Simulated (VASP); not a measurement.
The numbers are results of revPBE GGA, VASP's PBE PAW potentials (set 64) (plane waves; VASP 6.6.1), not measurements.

A VASP calculation is set up with these files.

POSCAR:
```
Se atom
1
   12.0000000000     0.0000000000     0.0000000000
    0.0000000000    12.5000000000     0.0000000000
    0.0000000000     0.0000000000    13.0000000000
Se
1
Direct
  0.0000000000   0.0000000000   0.0000000000
```

KPOINTS:
```
Automatic mesh
0
gamma
 1 1 1
0 0 0
```

**INCAR**
```
SYSTEM = Se atom
PREC = Normal
ENCUT = 520
EDIFF = 1E-6
NELM = 200
ALGO = All
LREAL = .FALSE.
LASPH = .TRUE.
ISMEAR = 0
SIGMA = 0.01
GGA = RE
LMAXMIX = 4
ISPIN = 2
MAGMOM = 2
LORBIT = 10
LWAVE = .FALSE.
LCHARG = .FALSE.
ISYM = 0
NUPDOWN = 2
```

POTCAR, in this order: Se (PBE.64 set). Program: vasp_gam. Read from the step before: WAVECAR.

Output of the run:

### OSZICAR
```
       N       E                     dE             d eps       ncg     rms           ort
SDA:   1    -0.794939037692E+00   -0.79494E+00    0.00000E+00     8   0.361E-02   0.000E+00
CGA:   2    -0.796368395230E+00   -0.14294E-02   -0.14377E-02     8   0.147E-02  -0.424E-04
SDA:   3    -0.822775159119E+00   -0.26407E-01   -0.26540E-01     8   0.104E+00   0.856E-04
SDA:   4    -0.862369188878E+00   -0.39594E-01   -0.41038E-01     8   0.190E+00   0.339E-01
CGA:   5    -0.919689885678E+00   -0.57321E-01   -0.62404E-01     8   0.614E-01   0.134E-01
CGA:   6    -0.941699320496E+00   -0.22009E-01   -0.22130E-01     8   0.135E-01   0.684E-03
CGA:   7    -0.945909464018E+00   -0.42101E-02   -0.42102E-02     8   0.261E-02   0.832E-06
CGA:   8    -0.946812954619E+00   -0.90349E-03   -0.90339E-03     8   0.500E-03  -0.217E-05
CGA:   9    -0.946990770960E+00   -0.17782E-03   -0.17778E-03     8   0.956E-04  -0.134E-05
CGA:  10    -0.947027267781E+00   -0.36497E-04   -0.36497E-04     8   0.188E-04  -0.188E-06
CGA:  11    -0.947034577834E+00   -0.73101E-05   -0.73106E-05     8   0.417E-05  -0.582E-07
CGA:  12    -0.947036223018E+00   -0.16452E-05   -0.16451E-05     8   0.879E-06   0.208E-07
CGA:  13    -0.947036571180E+00   -0.34816E-06   -0.34784E-06     8   0.179E-06   0.496E-07
   1 F= -.94703657E+00 E0= -.94703657E+00  d E =-.546839E-14  mag=     2.0000
```

File OUTCAR:
```
------------------------ aborting loop because EDIFF is reached ----------------------------------------
  FORCE on cell =-STRESS in cart. coord.  units (eV):
  Direction    XX          YY          ZZ          XY          YZ          ZX
  --------------------------------------------------------------------------------------
  Total       -0.0015914      0.0001654     -0.0001573     -0.0002049     -0.0001616     -0.0004301
  in kB       -0.0013075      0.0001359     -0.0001293     -0.0001683     -0.0001328     -0.0003534
  external PRESSURE =      -0.0004336 kB  Pullay stress =       0.0000000 kB
  volume of cell :     1950.00
      direct lattice vectors                 reciprocal lattice vectors
    12.000000000  0.000000000  0.000000000     0.083333333  0.000000000  0.000000000
     0.000000000 12.500000000  0.000000000     0.000000000  0.080000000  0.000000000
     0.000000000  0.000000000 13.000000000     0.000000000  0.000000000  0.076923077
 POSITION                                       TOTAL-FORCE (eV/Angst)
 -----------------------------------------------------------------------------------
      0.00000      0.00000      0.00000         0.000000     -0.000000     -0.000000
 -----------------------------------------------------------------------------------
    total drift:                                0.000000     -0.000000     -0.000000
  FREE ENERGIE OF THE ION-ELECTRON SYSTEM (eV)
  ---------------------------------------------------
  free  energy   TOTEN  =        -0.9470365712 eV

  energy  without entropy=       -0.9470365712  energy(sigma->0) =       -0.94703657

 total charge

# of ion       s       p       d       tot
------------------------------------------
    1        1.504   2.094   0.001   3.599

 magnetization (x)

# of ion       s       p       d       tot
------------------------------------------
    1        0.021   1.093   0.001   1.115
```
(Selected blocks of OUTCAR.)

File OUTCAR:
```
 val. band max:       -5.5706790558   @ k =   0.0000   0.0000   0.0000

 cond. band min:      -5.1294486288   @ k =   0.0000   0.0000   0.0000


 Fermi energy:        -6.1497700012

 spin component 1

 k-point     1 :       0.0000    0.0000    0.0000
  band No.  band energies     occupation
      1     -17.7835      1.00000
      2      -7.3837      1.00000
      3      -7.3833      1.00000
      4      -6.2192      1.00000
      5      -0.6020      0.00000
      6       0.5176      0.00000
      7       0.5365      0.00000
      8       0.5508      0.00000

 Fermi energy:        -5.5190352304

 spin component 2

 k-point     1 :       0.0000    0.0000    0.0000
  band No.  band energies     occupation
      1     -16.0101      1.00000
      2      -5.5707      1.00000
      3      -5.1294      0.00000
      4      -5.1290      0.00000
      5      -0.3483      0.00000
      6       0.6368      0.00000
      7       0.6485      0.00000
      8       0.8121      0.00000
```

The atom may not be in its lowest state.

The cell is a free atom in a box.
